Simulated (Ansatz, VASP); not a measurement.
# LaBi: VASP beside Ansatz, part 2 of 2

Wanted: the spread between two codes on one cell, functional and k mesh. The cell is taken from a series of VASP runs on this material, whose earlier steps may have relaxed, scaled or displaced it; both programs get it as it stands.

VASP 6.6.1 and Ansatz 0.2.0.

So far: The starting structure; VASP: zone-centre phonons, r2SCAN.

## Step 3: Ansatz: zone-centre phonons, r2SCAN

Level of this step: Ansatz beside VASP: Kohn-Sham DFT, plane waves, r2SCAN (Ansatz).

Ansatz runs on its default PAW (the set named soft_2) files.

The same cell, functional, mesh and smearing now go to Ansatz, which takes its cutoff from its data sets.

Input file input.yaml:

```yaml
crystal:
  lattice:
    - [0.0, 3.3276522019, 3.3276522019]
    - [3.3276522019, 0.0, 3.3276522019]
    - [3.3276522019, 3.3276522019, 0.0]
  atoms:
    - { symbol: La, position: [0.0, 0.0, 0.0] }
    - { symbol: Bi, position: [0.5, 0.5, 0.5] }
hamiltonian:
  xc: r2scan
  pseudopotentials: { kind: paw }
kpoints:
  mp_grid: { grid: [10, 10, 10] }
scf:
  occupations: { method: methfessel_paxton, width: 0.2 }
phonons:
  method: dfpt
  qpoints: [[0, 0, 0]]
```

Launch:

```bash
ansatz run input.yaml --threads 4 --pin off --max-ram 9216MiB --backend cpu --events-out ev --progress --plain --runs-dir out
```

Numbers of over 12 decimals in the logs are rounded to 6 here.

The log of the run:

```text
Engine: ansatz 0.2.0, aarch64-unknown-linux-gnu
Pseudopotentials: kind: paw
Pseudopotential: La, paw, valence charge 11, recommended cutoff 500 eV (meta_gga), La.paw.azcp
Pseudopotential: Bi, paw, valence charge 15, recommended cutoff 500 eV (meta_gga), Bi.paw.azcp
Functional definition: r2SCAN
  parameter k0 = 0.174
  parameter k1 = 0.065
  parameter a1 = 4.9479
  exchange = r2scan_x(k0 = k0, k1 = k1, a1 = a1)
  correlation = r2scan_c
Crystal: 2 atoms, lattice volume = 73.696 Å³
Basis set: ecut = 500 eV, 1893 PW (Γ), exchange–correlation on 180×180×180 points (125 copies of the dense FFT grid, shifted against one another)
Bands: 17, of which v1, the nominal top of the filled ones, is band 13 counted from 1 (12 counted from 0)
Symmetry: 48 space group operations
k-points: 102 of 1000 (irreducible under 8 space group operations, time reversal used)
Non-local potential: La, projectors of the file, l = 0: 3, l = 1: 2, l = 2: 2, l = 3: 3
Non-local potential: Bi, projectors of the file, l = 0: 2, l = 1: 2, l = 2: 2, l = 3: 2
PAW form: soft (Blöchl's): semilocal exchange-correlation on the pseudo side does not see the compensation charge
PAW frozen core: La, regenerated for the run's functional (the file was generated under x = pbe(κ = 0.804, μ = 0.219515), c = pbe(β = 0.066725))
PAW frozen core: Bi, regenerated for the run's functional (the file was generated under x = pbe(κ = 0.804, μ = 0.219515), c = pbe(β = 0.066725))
PAW one-centre angular grid: La, 974 points (default); XC on 160 Gauss nodes
PAW one-centre angular grid: Bi, 590 points (default); XC on 160 Gauss nodes
Initial density: superposition of atomic densities (neutral atoms: chi_scale 0, normalization atom), corrected by the library's trained network
Initial wavefunctions: pseudopotential atomic-orbital guess
Functional: x = r2scan, c = r2scan; τ floored in thin density (d = 2e-4 eV/Å³)
SCF iter   1: F=—  HF=-18678.345564 eV  |F-HF|=—  |Δ(HF+E_count)|=         —  Δρ=8.32e-3  dr2=1.16e-1  dr2_τ=5.44e-3  ethr=1.77e-3  ⟨swp⟩=4.1  Hψ=7242  notcnv=0
preconditioner: auto → Kerker (q_TF=auto, 2.293 Å⁻¹)  [metal: Δε(μ)=0.095 eV  Ē_g=6.123 eV  σ=0.200 eV  W_gap=0.39  n_scr=14 (ndim 8)  ℏωp=12.2 eV  f_vac=0.000  D(μ)=0.13/eV (n_scr^D=0)]
SCF iter   2: F=—  HF=-18678.365850 eV  |F-HF|=—  |Δ(HF+E_count)|=   2.03e-2  S|Δr|=    0.00e0  Δρ=4.44e-3  dr2=3.70e-2  dr2_τ=6.35e-4  ethr=4.44e-4  ⟨swp⟩=2.6  Hψ=3948  notcnv=0
SCF iter   3: F=—  HF=-18678.356950 eV  |F-HF|=—  |Δ(HF+E_count)|=   8.90e-3  S|Δr|=    0.00e0  Δρ=8.39e-4  dr2=8.02e-4  dr2_τ=4.91e-5  ethr=1.42e-4  ⟨swp⟩=2.2  Hψ=2928  notcnv=0
SCF iter   4: F=—  HF=-18678.357064 eV  |F-HF|=—  |Δ(HF+E_count)|=   1.14e-4  S|Δr|=    0.00e0  Δρ=2.39e-4  dr2=6.36e-5  dr2_τ=1.66e-6  ethr=3.09e-6  ⟨swp⟩=2.1  Hψ=3439  notcnv=0
SCF iter   5: F=—  HF=-18678.357085 eV  |F-HF|=—  |Δ(HF+E_count)|=   2.12e-5  S|Δr|=    0.00e0  Δρ=8.55e-5  dr2=6.26e-6  dr2_τ=9.25e-8  ethr=2.45e-7  ⟨swp⟩=2.4  Hψ=2703  notcnv=0
SCF iter   6: F=—  HF=-18678.357082 eV  |F-HF|=—  |Δ(HF+E_count)|=   3.20e-6  S|Δr|=    0.00e0  Δρ=1.57e-5  dr2=4.76e-7  dr2_τ=3.68e-9  ethr=2.41e-8  ⟨swp⟩=2.0  Hψ=2710  notcnv=0
SCF iter   7: F=—  HF=-18678.357079 eV  |F-HF|=—  |Δ(HF+E_count)|=   3.15e-6  S|Δr|=    0.00e0  Δρ=4.66e-6  dr2=2.76e-8  dr2_τ=3.03e-10  ethr=1.83e-9  ⟨swp⟩=2.3  Hψ=2796  notcnv=0
SCF iter   8: F=—  HF=-18678.357079 eV  |F-HF|=—  |Δ(HF+E_count)|=   2.20e-8  S|Δr|=    0.00e0  Δρ=1.16e-6  dr2=1.36e-9  dr2_τ=7.38e-11  ethr=1.06e-10  ⟨swp⟩=2.5  Hψ=2968  notcnv=0
SCF iter   9: F=—  HF=-18678.357079 eV  |F-HF|=—  |Δ(HF+E_count)|=   1.22e-9  S|Δr|=    0.00e0  Δρ=4.23e-7  dr2=2.71e-10  dr2_τ=2.84e-12  ethr=5.22e-12  ⟨swp⟩=2.0  Hψ=2831  notcnv=0
SCF iter  10: F=—  HF=-18678.357079 eV  |F-HF|=—  |Δ(HF+E_count)|=  9.09e-11  S|Δr|=    0.00e0  Δρ=9.34e-8  dr2=1.19e-11  dr2_τ=1.46e-13  ethr=1.04e-12  ⟨swp⟩=2.0  Hψ=2242  notcnv=0
SCF iter  11: F=-18678.357079 eV  HF=-18678.357079 eV  |F-HF|=0.00e0  |Δ(HF+E_count)|=  3.64e-12  S|Δr|=    0.00e0  Δρ=2.12e-8  dr2=4.32e-13  dr2_τ=3.71e-15  ethr=1.00e-12  ⟨swp⟩=7.3  Hψ=9991  notcnv=0
SCF 1 converged in 11 iterations: F = -18678.357079 eV  dr2 = 4.32e-13
  greatest PAW one-centre occupation: 0.984 electrons in one spin orbital (limit 2), on the Bi atom at site 1 (counted from 0), in its partial waves of l = 2
DFPT response loops at Γ: preconditioner auto → Kerker (q_TF=auto, 2.293 Å⁻¹) (partly filled bands, converged f_vac=0.000); β = 1.00, the filter's whole step (`scf.mixing.beta` (0.50) is not read by the response loops under this deck's `scf.mixing.preconditioner`; to damp them name `kerker` or `kerker_dos`, under which they read `scf.mixing.beta`, and type it under 1.00, their step now; both keys bind the ground state too); Broyden in place of MSR1
SCF converged after 11 iterations
Stability not checked: this state was not tested for a lower state beside it, because cold or Methfessel-Paxton smearing, or corrected tetrahedra, fill the levels in a way that the test cannot read (fill_not_monotonic; see scf.lower_state_search)
Free energy (F): -18678.357079 eV
Harris-Foulkes:  -18678.357079 eV  (|F-HF|=0.00e0)
Internal energy: -18678.357602 eV  (E = F + TS)
E sigma→0 (E₀):  -18678.357210 eV
Entropy (-TS):   0.000523 eV (0.262 meV/atom)
Fermi energy:    9.809836 eV
Step filling:    the computed levels leave a gap of 0.0915 eV = 0.5 smearing widths at the electron count; against every level under it full and every level over it empty, smearing changes F+E_penalty+E_count by +0.141 meV and its σ→0 estimate by +0.011 meV
--- Per-component energies (eV) ---
  E_band       = -170.534529
  E_kinetic    = 493.675902
  E_local      = -1981.459950  (includes V_loc(G=0)·N_el)
  E_nonlocal   = 652.707987
  E_hartree    = 660.533162
  E_xc         = -271.941341
  E_vxc        = -315.155368  (∫ρ·V_xc dr)
  E_paw        = -16127.628909  (= ΣΔE_a)
  E_vpaw       = -360.133113  (= ΣTr[D̂ρ^β])
  E_aug_tail   = -0.000238  (compensation charges beyond the density's cutoff)
  E_vtau       = 18.763944  (kinetic-family band-sum trace: ∫τ·v_τ [+ j·A + Jᵃ·Aᵃ] dr)
  E_ewald      = -2105.188274
  E_core_change = 0.944060  (= ΣΔE_core)
  E_smearing   = 0.000523  (= −TS)
  E_closure    = -0.000000  (closes the sum)
  Σ components = -18678.357079   (vs F -18678.357079, Δ=0.00e0)
--- Band table (eV; the first three rows and the last of 102) ---
  k-point 0: bands = [... 9 lower, -1.0267, 9.9337, 9.9337, 9.9337, 11.1844, 11.1844, 11.1844, 11.7522]
  k-point 1: bands = [... 9 lower, -0.9395, 9.3249, 9.5912, 9.5912, 11.2119, 11.2913, 11.2913, 11.8426]
  k-point 2: bands = [... 9 lower, -0.7056, 8.2713, 8.9881, 8.9881, 11.2445, 11.5195, 11.5195, 11.9620]
  k-point 101: bands = [... 9 lower, -0.4028, 8.0049, 8.1192, 8.3664, 11.2740, 11.7325, 11.9316, 11.9484]
--- Phonons (Γ-DFPT): 2 representative perturbations + reference, on 102 of 1000 k-points (Σ response iterations 15) ---
  k mesh reduced under 8 symmetry operations, with k and −k counted as one. Each operation leaves every solved perturbation unchanged. A smaller set is not considered because the functional reads the kinetic-energy density
  ASR residual: 2.370e-5 → 0.000e0 eV/Å²; symmetrization residual: 3.965e-5 eV/Å²
  ASR residual per site (eV/Å²): 2.37e-5 8.44e-6
  Γ frequencies (cm⁻¹): 0.00 0.00 0.00 102.26 102.26 102.26
  non-analytic LO–TO correction: not included (Born effective charges unavailable; polar crystals: no LO–TO splitting at Γ)
--- Phonons (arbitrary-q DFPT): 1 explicit q-point ---
  q = [0, 0, 0] (of the zone-centre solve; hermiticity 2.47e-5, symmetrization 2.80e-13): -0.00 0.00 0.00 102.26 102.26 102.26
  sum rule: each row above includes the acoustic sum rule's correction from the zone centre's row sums; it moved no ω² by more than (0.22 cm⁻¹)²
```

The job ended after 48 s (4 threads of Arm Neoverse V2, shared host; peak memory 2.1 GiB; 3 min of CPU time).

## Step 4: Comparison

Known differences besides the potentials themselves: VASP keeps PBE cores, Ansatz makes them for the functional; the cutoff is 500 eV in Ansatz and 400 eV in VASP; VASP uses finite displacements, Ansatz perturbation theory. Total energies have different zeros and are not compared.

Both answers:

| quantity | Ansatz | VASP | difference |
| --- | --- | --- | --- |
| optical mode 1 to 3 (cm⁻¹) | 102.3 | 101.8 | +0.45 % |

Modes are paired by rising frequency and degeneracy, not by their patterns, so a pair may still set unlike modes beside each other.

## Step 5: What came out

```json
{
  "r.m.s. difference of the optical zone-centre modes, each program's sorted by frequency (zone-centre phonons, r2SCAN)": "0.46 cm⁻¹"
}
```

What this shows: The r.m.s. difference of the optical zone-centre modes, each program's sorted by frequency is 0.46 cm⁻¹ (zone-centre phonons, r2SCAN). How closely two codes agree says nothing of how well the functional describes the real material.

[Lines on the potential files, build, host, timing and source positions are cut from VASP's logs without a mark.]

[Logs are printed without paths, hosts, clocks, repeated set-up lines and the standing remarks that a program may print on its own settings, such as how far it seeks lower states.]

[Hosts, paths, dates, database ids (printed as entryN), source tags and the programs' standing remarks are cut or masked in the printed files.]
